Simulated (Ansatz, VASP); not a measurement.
**Cross-check of Ta3AlN4 (TaN(111)/AlN(0001) capacitor, 2 bilayers of AlN) between VASP and Ansatz**

One calculation is typed for both programs; each brings its own data sets. How far apart do they land? Of the first pair: The structure shown is the start of the Ansatz relaxation below; VASP solves that cell, so the two are compared at the walk's first step.

Main program and level: Ansatz 0.2.0; plane waves, with VASP 6.6.1 beside it; single point at PBE.

## Step 1: The structure

The cell holds 64 atoms: 24 Ta, 32 N and 8 Al. Cell: a = 6.260 Å, b = 6.260 Å, c = 20.240 Å, α = 90.0°, β = 90.0°, γ = 120.0°. It derives from TaN. Six (111) layers of rock-salt TaN and 2 wurtzite bilayers of AlN on one nitrogen lattice, 2 x 2 surface cells of 3.13 A, periodic; (so at first; earlier steps may have moved the atoms), displaced by a Gaussian of 0.015 A. Lattice constants are starting values near those of PBE. The structure's axis is c.

Coordinates:

```xyz
64
Lattice="6.2600 0.0000 0.0000 -3.1300 5.4213 0.0000 0.0000 0.0000 20.2400" Properties=species:S:1:pos:R:3 pbc="T T T"
Ta   -0.0063    1.8063    1.2379
Ta    3.1375    5.4026    3.7942
Ta    1.5657    0.8868    6.3580
Ta   -0.0112    1.8073    8.8769
Ta    3.1249    5.4178   11.4204
Ta    1.5610    0.9370   13.9334
Ta   -1.5775    4.5191    1.2850
Ta   -1.5585    2.7299    3.8005
Ta   -0.0063    3.6122    6.3495
Ta   -1.5752    4.4962    8.8979
Ta    4.6893    2.7116   11.4135
Ta    0.0105    3.5837   13.9672
Ta    3.1357    1.8038    1.2877
Ta    3.1130    0.0065    3.8055
Ta    4.6842    0.8948    6.3450
Ta    3.1259    1.7993    8.8795
Ta    3.1147    0.0065   11.4251
Ta    4.7063    0.8887   13.9866
Ta    1.6142    4.5323    1.2970
Ta    1.5740    2.7107    3.8065
Ta    3.1467    3.6101    6.3762
Ta    1.5580    4.4989    8.8918
Ta    1.6266    2.7230   11.4530
Ta    3.1246    3.6011   13.9759
N     1.5896    0.8766    2.5274
N    -0.0136    1.8154    5.1144
N     3.1211    5.4210    7.6376
N     1.5626    0.9074   10.1451
N    -0.0178    1.7858   12.6978
N     0.0017    0.0055   15.2604
N     0.0081    1.8024   17.7515
N    -0.0050    0.0092    0.0008
N    -0.0057    3.6086    2.5389
N    -1.5574    4.5210    5.0521
N     4.6999    2.6800    7.6208
N     0.0110    3.6044   10.1726
N    -1.5413    4.4779   12.6986
N    -1.5661    2.7230   15.2587
N    -1.5467    4.5109   17.7452
N    -1.5439    2.6846    0.0156
N     4.6598    0.9210    2.5458
N     3.1688    1.8346    5.0865
N    -0.0084    5.4078    7.6110
N     4.6811    0.9418   10.1378
N     3.1364    1.8191   12.7190
N    -0.0265    5.4196   15.2326
N     3.1453    1.7849   17.7527
N    -0.0038    5.3981   20.2088
N     3.1236    3.6246    2.5504
N     1.5340    4.5269    5.0863
N     1.5583    2.6918    7.6341
N     3.1414    3.6178   10.1674
N     1.5352    4.5232   12.7115
N     1.5602    2.7018   15.2573
N     1.5727    4.5302   17.7495
N     1.5743    2.7251    0.0113
Al    0.0075    1.7945   15.8200
Al    6.2320    0.0260   18.3421
Al   -1.5711    4.4970   15.8404
Al   -1.5593    2.7192   18.3231
Al    3.1141    1.8160   15.8172
Al    3.1375    0.0019   18.2988
Al    1.5851    4.5223   15.8131
Al    1.5432    2.7056   18.3253
```

## Step 2: Ansatz: relaxation, PBE

Ansatz runs on its default PAW (the set named soft_2) files.

The two programs are compared at the cell with which this relaxation starts, whose forces are those of its first step.

File input.yaml:

```yaml
crystal:
  lattice:
    - [6.26, 0.0, 0.0]
    - [-3.13, 5.42132, 0.0]
    - [0.0, 0.0, 20.24]
  atoms:
    - { symbol: Ta, position: [0.16559, 0.33318, 0.06116] }
    - { symbol: "N", position: [0.33478, 0.1617, 0.12487] }
    - { symbol: Ta, position: [0.99948, 0.99655, 0.18746] }
    - { symbol: "N", position: [0.16525, 0.33486, 0.25269] }
    - { symbol: Ta, position: [0.33189, 0.16357, 0.31413] }
    - { symbol: "N", position: [0.99855, 0.99995, 0.37735] }
    - { symbol: Ta, position: [0.16489, 0.33336, 0.43858] }
    - { symbol: "N", position: [0.33331, 0.16738, 0.50124] }
    - { symbol: Ta, position: [0.99886, 0.99935, 0.56425] }
    - { symbol: "N", position: [0.16185, 0.3294, 0.62736] }
    - { symbol: Ta, position: [0.33578, 0.17284, 0.68841] }
    - { symbol: "N", position: [0.00078, 0.00102, 0.75397] }
    - { symbol: Al, position: [0.1667, 0.331, 0.78162] }
    - { symbol: "N", position: [0.16753, 0.33247, 0.87705] }
    - { symbol: Al, position: [0.99792, 0.00479, 0.90623] }
    - { symbol: "N", position: [4.0e-05, 0.00169, 4.0e-05] }
    - { symbol: Ta, position: [0.1648, 0.83358, 0.06349] }
    - { symbol: "N", position: [0.3319, 0.66563, 0.12544] }
    - { symbol: Ta, position: [0.00281, 0.50354, 0.18777] }
    - { symbol: "N", position: [0.16818, 0.83393, 0.24961] }
    - { symbol: Ta, position: [0.33215, 0.6663, 0.31371] }
    - { symbol: "N", position: [0.99796, 0.49435, 0.37652] }
    - { symbol: Ta, position: [0.16305, 0.82935, 0.43962] }
    - { symbol: "N", position: [0.33419, 0.66486, 0.5026] }
    - { symbol: Ta, position: [0.99918, 0.50018, 0.56391] }
    - { symbol: "N", position: [0.16678, 0.82598, 0.6274] }
    - { symbol: Ta, position: [0.33219, 0.66104, 0.69008] }
    - { symbol: "N", position: [0.00096, 0.50228, 0.75389] }
    - { symbol: Al, position: [0.16378, 0.8295, 0.78263] }
    - { symbol: "N", position: [0.16895, 0.83206, 0.87674] }
    - { symbol: Al, position: [0.0017, 0.50157, 0.90529] }
    - { symbol: "N", position: [0.00097, 0.49519, 0.00077] }
    - { symbol: Ta, position: [0.66728, 0.33273, 0.06362] }
    - { symbol: "N", position: [0.82932, 0.16988, 0.12578] }
    - { symbol: Ta, position: [0.49788, 0.0012, 0.18802] }
    - { symbol: "N", position: [0.6754, 0.33841, 0.25131] }
    - { symbol: Ta, position: [0.8308, 0.16505, 0.31349] }
    - { symbol: "N", position: [0.49741, 0.9975, 0.37604] }
    - { symbol: Ta, position: [0.66529, 0.3319, 0.43871] }
    - { symbol: "N", position: [0.83464, 0.17372, 0.50088] }
    - { symbol: Ta, position: [0.49815, 0.0012, 0.56448] }
    - { symbol: "N", position: [0.66879, 0.33554, 0.62841] }
    - { symbol: Ta, position: [0.83376, 0.16392, 0.69104] }
    - { symbol: "N", position: [0.49561, 0.99968, 0.7526] }
    - { symbol: Al, position: [0.66494, 0.33497, 0.78148] }
    - { symbol: "N", position: [0.66706, 0.32923, 0.87711] }
    - { symbol: Al, position: [0.50137, 0.00035, 0.90409] }
    - { symbol: "N", position: [0.49726, 0.99572, 0.99846] }
    - { symbol: Ta, position: [0.67587, 0.83602, 0.06408] }
    - { symbol: "N", position: [0.83327, 0.66859, 0.12601] }
    - { symbol: Ta, position: [0.50145, 0.50001, 0.18807] }
    - { symbol: "N", position: [0.66255, 0.83502, 0.2513] }
    - { symbol: Ta, position: [0.83563, 0.66591, 0.31503] }
    - { symbol: "N", position: [0.49719, 0.49653, 0.37718] }
    - { symbol: Ta, position: [0.66381, 0.82986, 0.43932] }
    - { symbol: "N", position: [0.83548, 0.66733, 0.50234] }
    - { symbol: Ta, position: [0.51098, 0.50227, 0.56586] }
    - { symbol: "N", position: [0.66241, 0.83434, 0.62804] }
    - { symbol: Ta, position: [0.83125, 0.66424, 0.69051] }
    - { symbol: "N", position: [0.49842, 0.49836, 0.75382] }
    - { symbol: Al, position: [0.67029, 0.83417, 0.78128] }
    - { symbol: "N", position: [0.66905, 0.83563, 0.87695] }
    - { symbol: Al, position: [0.49605, 0.49906, 0.9054] }
    - { symbol: "N", position: [0.50282, 0.50266, 0.00056] }
kpoints:
  mp_grid: { grid: [4, 4, 1] }
hamiltonian:
  xc: pbe
scf:
  occupations: { method: fermi_dirac, width: 0.1 }
output:
  forces: true
relax:
  f_tol: 0.04
  max_steps: 150
  cell: { fix: [a, b, alpha, beta, gamma] }
```

Launch:

```bash
> ansatz run input.yaml --threads 9 --pin off --max-ram 76800MiB --backend cuda --events-out ev --progress --plain --runs-dir out
```

Numbers of over 12 decimals in the logs are rounded to 6 here.

The program printed:

```text
Engine: ansatz 0.2.0, x86_64-unknown-linux-gnu
Pseudopotentials: kind: paw
Pseudopotential: Ta, paw, valence charge 13, recommended cutoff 420 eV (normal), Ta.paw.azcp
Pseudopotential: N, paw, valence charge 5, recommended cutoff 420 eV (normal), N.paw.azcp
Pseudopotential: Al, paw, valence charge 3, recommended cutoff 420 eV (normal), Al.paw.azcp
Functional definition: PBE
  parameter kappa = 0.804
  parameter beta = 0.066725
  exchange = pbe_x(kappa = kappa, mu = beta*pi^2/3)
  correlation = pbe_c(beta = beta)
concurrent solve slots: 5 of 9 are kept, ahead of what memory takes: no pass of the eigensolver takes more rounds on 5
device memory: the entry about to start is reckoned to put 13.4 GiB on a device that reports 77.9 GiB free
GPU FFT provider: cuFFT
GPU libraries: cuBLAS 13.8.2, cuFFT 12.4.0, cuSOLVER 12.3.4
Crystal: 64 atoms, lattice volume = 686.894 Å³
Basis set: ecut = 420 eV, 13507 PW (Γ), exchange–correlation on 90×90×288 points (8 copies of the dense FFT grid, shifted against one another)
Bands: 312, of which v1, the nominal top of the filled ones, is band 248 counted from 1 (247 counted from 0)
Symmetry: 1 space group operations
Space group: P1 (ITA 1), of the structure as read, at distance tolerance 8.8e-5 Å
k-points: 10 of 16 (time reversal used)
Non-local potential: Ta, projectors of the file, l = 0: 3, l = 1: 2, l = 2: 2, l = 3: 1
Non-local potential: N, projectors of the file, l = 0: 2, l = 1: 2, l = 2: 1
Non-local potential: Al, projectors of the file, l = 0: 2, l = 1: 2, l = 2: 1
PAW form: soft (Blöchl's): semilocal exchange-correlation on the pseudo side does not see the compensation charge
PAW one-centre angular grid: Ta, 590 points (default); XC on 64 Gauss nodes
PAW one-centre angular grid: N, 110 points (default); XC on 64 Gauss nodes
PAW one-centre angular grid: Al, 110 points (default); XC on 64 Gauss nodes
Initial density: superposition of atomic densities (neutral atoms: chi_scale 0, normalization atom), corrected by the library's trained network
Initial wavefunctions: pseudopotential atomic-orbital guess
GPU buffer pool allocated for 291600 grid points (all kernels)
GPU transforms: local potential and band sums: pruned to the plane-wave sphere, on 45×45×135
Functional: x = pbe(κ = 0.804, μ = 0.219515), c = pbe(β = 0.066725)
SCF iter   1: F=—  HF=-255014.717355 eV  |F-HF|=—  |Δ(HF+E_count)|=         —  Δρ=7.19e-3  dr2=5.82e0  ethr=1.77e-3  ⟨swp⟩=6.2  Hψ=13015  notcnv=0  defer=5
preconditioner: auto → Kerker (q_TF=auto, 2.584 Å⁻¹)  [metal: Δε(μ)=0.035 eV  Ē_g=9.802 eV  σ=0.100 eV  W_gap=0.09  n_scr=214 (ndim 8)  ℏωp=24.7 eV  f_vac=0.001  D(μ)=24.34/eV (n_scr^D=202)]
SCF iter   2: F=—  HF=-255014.592242 eV  |F-HF|=—  |Δ(HF+E_count)|=   1.25e-1  Δρ=3.77e-3  dr2=2.43e0  ethr=1.17e-3  ⟨swp⟩=1.0  Hψ=3590  notcnv=0  defer=5
SCF iter   3: F=—  HF=-255014.512849 eV  |F-HF|=—  |Δ(HF+E_count)|=   7.94e-2  Δρ=1.07e-3  dr2=3.01e-1  ethr=4.90e-4  ⟨swp⟩=1.0  Hψ=3082  notcnv=0  defer=5
SCF iter   4: F=—  HF=-255014.503177 eV  |F-HF|=—  |Δ(HF+E_count)|=   9.67e-3  Δρ=5.91e-4  dr2=3.20e-2  ethr=6.07e-5  ⟨swp⟩=2.0  Hψ=3130  notcnv=0  defer=5
SCF iter   5: F=—  HF=-255014.501102 eV  |F-HF|=—  |Δ(HF+E_count)|=   2.07e-3  Δρ=3.71e-4  dr2=1.65e-2  ethr=6.44e-6  ⟨swp⟩=2.0  Hψ=3692  notcnv=0  defer=5
SCF iter   6: F=—  HF=-255014.496578 eV  |F-HF|=—  |Δ(HF+E_count)|=   4.52e-3  Δρ=2.49e-4  dr2=5.38e-3  ethr=3.32e-6  ⟨swp⟩=2.0  Hψ=3891  notcnv=0  defer=8
SCF iter   7: F=—  HF=-255014.494965 eV  |F-HF|=—  |Δ(HF+E_count)|=   1.61e-3  Δρ=9.81e-5  dr2=5.94e-4  ethr=1.09e-6  ⟨swp⟩=2.0  Hψ=4596  notcnv=0  defer=9
SCF iter   8: F=—  HF=-255014.494106 eV  |F-HF|=—  |Δ(HF+E_count)|=   8.59e-4  Δρ=3.11e-5  dr2=6.03e-5  ethr=1.20e-7  ⟨swp⟩=2.0  Hψ=4403  notcnv=0  defer=11
SCF iter   9: F=—  HF=-255014.496750 eV  |F-HF|=—  |Δ(HF+E_count)|=   2.64e-3  Δρ=1.48e-5  dr2=1.13e-5  ethr=1.22e-8  ⟨swp⟩=2.0  Hψ=4334  notcnv=0  defer=11
SCF iter  10: F=—  HF=-255014.496750 eV  |F-HF|=—  |Δ(HF+E_count)|=   6.75e-7  Δρ=7.68e-6  dr2=1.71e-6  ethr=2.29e-9  ⟨swp⟩=2.0  Hψ=4285  notcnv=0  defer=11
SCF iter  11: F=—  HF=-255014.496750 eV  |F-HF|=—  |Δ(HF+E_count)|=   1.57e-7  Δρ=2.65e-6  dr2=1.24e-7  ethr=3.45e-10  ⟨swp⟩=2.0  Hψ=4279  notcnv=0  defer=11
SCF iter  12: F=-255014.496750 eV  HF=-255014.496750 eV  |F-HF|=1.06e-8  |Δ(HF+E_count)|=   9.28e-9  Δρ=9.91e-7  dr2=1.73e-8  ethr=2.02e-11  ⟨swp⟩=4.0  Hψ=8162  notcnv=0
SCF 1 converged in 12 iterations: F = -255014.496750 eV  dr2 = 1.73e-8
  greatest PAW one-centre occupation: 0.999 electrons in one spin orbital (limit 2), on the Ta atom at site 58 (counted from 0), in its partial waves of l = 0
[...]
k-point 9: bands = [... 244 lower, 17.4905, 17.5893, 17.6194, 17.7468, 17.7754, 17.9742, 18.0297, 18.1406, ... 60 higher]
--- Relaxed structure (21 steps of the walk, 14 accepted, 2 SCFs on fresh bases) ---
  F+E_penalty+E_count = -255022.14732367 eV   max|allowed force component| = 8.046e-3 eV/Å   (the final SCF, on the basis selected at the relaxed cell)
  cell:  # Å, volume = 700.6381 Å³
    - [6.26, 0, 0]
    - [-3.13, 5.42132, 0]
    - [0, 0, 20.644977]
  atoms:
    - { symbol: Ta, position: [0.161271, 0.343896, 0.065597] }
    - { symbol: N, position: [0.313903, 0.163185, 0.119568] }
    - { symbol: Ta, position: [1.015599, 1.028571, 0.190648] }
    - { symbol: N, position: [0.167292, 0.375878, 0.243158] }
    - { symbol: Ta, position: [0.307943, 0.178901, 0.307096] }
    - { symbol: N, position: [1.005188, 0.996203, 0.379295] }
    - { symbol: Ta, position: [0.149188, 0.347172, 0.434538] }
    - { symbol: N, position: [0.331170, 0.171845, 0.489400] }
    - { symbol: Ta, position: [1.024017, 0.973395, 0.557264] }
    - { symbol: N, position: [0.169708, 0.327762, 0.610918] }
    - { symbol: Ta, position: [0.322239, 0.169464, 0.681341] }
    - { symbol: N, position: [0.00714606, -0.013200, 0.763012] }
    - { symbol: Al, position: [0.170241, 0.325641, 0.794587] }
    - { symbol: N, position: [0.166433, 0.328991, 0.884733] }
    - { symbol: Al, position: [0.999691, -0.00310433, 0.917637] }
    - { symbol: N, position: [-0.011171, 0.00533002, 0.00739621] }
    - { symbol: Ta, position: [0.139461, 0.820785, 0.063574] }
    - { symbol: N, position: [0.338747, 0.681716, 0.125630] }
    - { symbol: Ta, position: [-0.012131, 0.519457, 0.177809] }
    - { symbol: N, position: [0.156310, 0.825252, 0.252076] }
    - { symbol: Ta, position: [0.352167, 0.673250, 0.312362] }
    - { symbol: N, position: [0.993687, 0.513684, 0.364687] }
    - { symbol: Ta, position: [0.189251, 0.823980, 0.433125] }
    - { symbol: N, position: [0.344453, 0.652241, 0.504391] }
    - { symbol: Ta, position: [0.990286, 0.502026, 0.558983] }
    - { symbol: N, position: [0.181016, 0.813127, 0.630237] }
    - { symbol: Ta, position: [0.359976, 0.635852, 0.678282] }
    - { symbol: N, position: [0.002967, 0.492960, 0.760335] }
    - { symbol: Al, position: [0.173806, 0.822695, 0.796747] }
    - { symbol: N, position: [0.167573, 0.828443, 0.886821] }
    - { symbol: Al, position: [-0.000691871, 0.494332, 0.917714] }
    - { symbol: N, position: [-0.00702748, 0.499396, 0.00714073] }
    - { symbol: Ta, position: [0.666224, 0.353443, 0.067162] }
    - { symbol: N, position: [0.821124, 0.162515, 0.126621] }
    - { symbol: Ta, position: [0.474038, 0.017643, 0.185074] }
    - { symbol: N, position: [0.670085, 0.341035, 0.250547] }
    - { symbol: Ta, position: [0.850599, 0.166019, 0.308641] }
    - { symbol: N, position: [0.498443, 1.022980, 0.363700] }
    - { symbol: Ta, position: [0.685342, 0.320844, 0.433682] }
    - { symbol: N, position: [0.842260, 0.149727, 0.503767] }
    - { symbol: Ta, position: [0.492346, 0.00458883, 0.559598] }
    - { symbol: N, position: [0.681317, 0.315272, 0.631320] }
    - { symbol: Ta, position: [0.860526, 0.137707, 0.678585] }
    - { symbol: N, position: [0.502802, 0.992231, 0.759931] }
    - { symbol: Al, position: [0.672668, 0.321687, 0.796415] }
    - { symbol: N, position: [0.666435, 0.327186, 0.886412] }
    - { symbol: Al, position: [0.499140, -0.00327037, 0.920539] }
    - { symbol: N, position: [0.490141, 1.003501, 1.010611] }
    - { symbol: Ta, position: [0.656725, 0.834567, 0.059814] }
    - { symbol: N, position: [0.824139, 0.704277, 0.126584] }
    - { symbol: Ta, position: [0.497134, 0.492341, 0.182348] }
    - { symbol: N, position: [0.655434, 0.845542, 0.240906] }
    - { symbol: Ta, position: [0.811798, 0.686014, 0.311070] }
    - { symbol: N, position: [0.498035, 0.487397, 0.378423] }
    - { symbol: Ta, position: [0.647225, 0.842528, 0.433355] }
    - { symbol: N, position: [0.831974, 0.671713, 0.488320] }
    - { symbol: Ta, position: [0.526128, 0.475889, 0.557540] }
    - { symbol: N, position: [0.670434, 0.829123, 0.611227] }
    - { symbol: Ta, position: [0.826496, 0.673575, 0.681421] }
    - { symbol: N, position: [0.508898, 0.488499, 0.762823] }
    - { symbol: Al, position: [0.669576, 0.826134, 0.795341] }
    - { symbol: N, position: [0.665580, 0.830197, 0.885603] }
    - { symbol: Al, position: [0.499164, 0.495567, 0.917030] }
    - { symbol: N, position: [0.492292, 0.507852, 0.00663584] }
```

The column dr2 measures how far the density is from self-consistency, as an energy; F and HF (Harris–Foulkes) agree once it is small.

(Continued in part 2 of 3.)

[Lines on the potential files, build, host, timing and source positions are cut from VASP's logs without a mark.]

[Logs are printed without paths, hosts, clocks, repeated set-up lines and the standing remarks that a program may print on its own settings, such as how far it seeks lower states.]

[Hosts, paths, dates, database ids (printed as entryN), source tags and the programs' standing remarks are cut or masked in the printed files.]
